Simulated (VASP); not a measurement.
Given:

```xyz
1
Lattice="0.0000 1.9131 1.9131 1.9131 0.0000 1.9131 1.9131 1.9131 0.0000" Properties=species:S:1:pos:R:3 pbc="T T T"
Ir     0.0000     0.0000     0.0000
```

Computed with PBE GGA, VASP's PBE PAW potentials (set 64) (plane waves; VASP). Numerical set-up: 300 eV cut-off, 12×12×12 Γ-centred mesh, first-order Methfessel-Paxton smearing of 0.27 eV, potentials Ir.

At this cut-off the stress carries a Pulay error, which pulls relaxed volumes low.

Q: Give the stress tensor in GPa (positive for a compressed cell).

A: 
```
12.39   0.00   0.00
 0.00  12.39   0.00
 0.00   0.00  12.39
```
The pressure is its mean diagonal, 12.39 GPa.

The structure comes from a computed database's Ir entry; how it stands against other phases isn't given here. The cell was not relaxed at this level.
